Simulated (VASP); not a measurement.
Given:

```
CELL_PARAMETERS angstrom
      4.17876     0.00000     0.00000
      0.00000     4.17876     0.00000
      0.00000     0.00000     4.17876
ATOMIC_POSITIONS crystal
  Ba 0.00000 0.00000 0.00000
  Hg 0.50000 0.50000 0.50000
```

Level of theory: PBE GGA, VASP's PBE PAW potentials (set 64) (plane waves; VASP). Settings: 400 eV cut-off, 2×2×2 Monkhorst-Pack mesh, first-order Methfessel-Paxton smearing of 0.10 eV, potentials Ba_sv Hg.

### Question
Give the stress tensor in GPa (positive for a compressed cell).

### Answer

```
2.23  0.00  0.00
0.00  2.23  0.00
0.00  0.00  2.23
```
The pressure is its mean diagonal, 2.23 GPa.

The structure comes from a computed database's BaHg entry (Pm-3m); how it stands against other phases isn't given here. The cell was not relaxed at this level. The k-mesh is coarse (spacing up to 0.75 per Å, 2π included), so the numbers may not be converged in it. The run is one of a series of settings (KPOINTS 2×2×2 Monkhorst-Pack mesh against the base run), some of them coarse on purpose.
